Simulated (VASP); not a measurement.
Given:

```
BeSe
1.0
    0.00000     2.57755     2.57755
    2.57755     0.00000     2.57755
    2.57755     2.57755     0.00000
Be Se
1 1
Direct
  0.00000   0.00000   0.00000
  0.25000   0.25000   0.25000
```

All values below come from PBE GGA, VASP's PBE PAW potentials (set 64) (plane waves; VASP). Settings: 480 eV cut-off, 8×8×8 Γ-centred mesh, Gaussian smearing of 0.050 eV, potentials Be Se.

Problem. Estimate the energy per atom (σ→0), pressure.

Solution. 
| Quantity | Value |
|---|---|
| energy per atom (σ→0) | -4.429 eV/atom |
| pressure | 12.0 kbar |

The compound is BeSe in the zinc blende structure. This cell was strained or had an atom moved on purpose.
